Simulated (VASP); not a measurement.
These are r2SCAN meta-GGA, VASP's PBE PAW potentials (set 64) (plane waves; VASP 6.6.1) values and carry that method's errors.

Input for VASP

INCAR:
```
SYSTEM = LiNbO3
PREC = Accurate
ENCUT = 520
EDIFF = 1E-6
NELM = 100
ALGO = Normal
LREAL = .FALSE.
LASPH = .TRUE.
ISMEAR = 0
SIGMA = 0.05
METAGGA = R2SCAN
LMIXTAU = .TRUE.
LMAXMIX = 4
LWAVE = .FALSE.
LCHARG = .FALSE.
IBRION = 2
ISIF = 3
NSW = 60
EDIFFG = -0.02
```

**KPOINTS**
```
Automatic
0
Gamma
 5 5 5
0 0 0
```

**POSCAR**
```
LiNbO3
1.0
  2.6028724439   1.5027693068   4.7255479831
 -2.6028724399   1.5027693136   4.7255479831
 -0.0000000039  -3.0055386204   4.7255479831
Li Nb O
2 2 6
Cart
  0.0000000001   0.0000000000   9.1085369322
  0.0000000000  -0.0000000000   5.0681070171
  0.0000000001   0.0000000000  12.1412341089
  0.0000000000   0.0000000000   2.0354098404
 -1.0247977474  -1.6271426634   5.9826776597
  1.0247977475   1.6271426634   8.1939662896
  1.9215455637  -0.0739296727   5.9826776592
 -1.9215455636   0.0739296727   8.1939662901
 -0.8967478159   1.7010723359   5.9826776597
  0.8967478160  -1.7010723359   8.1939662896
```

POTCAR, in this order: Li_sv Nb_sv O (PBE.64 set). Program: vasp_std.

Question: What will the output report for the number of irreducible k-points (NKPTS), number of bands (NBANDS), largest plane-wave count, number of space-group operations, FFT grid (NGX, NGY, NGZ)?

Answer: 
```yaml
number of irreducible k-points (NKPTS): 23
number of bands (NBANDS): 40
largest_plane_wave_count: 3017
number_of_space_group_operations: 6
FFT grid (NGX, NGY, NGZ): 42 × 42 × 42
```

The structure comes from a computed database's LiNbO3 entry (R-3); how it stands against other phases isn't given here. This run relaxes it. Symmetry was kept, so distortions that lower it aren't found. The start is the result of an earlier pass.
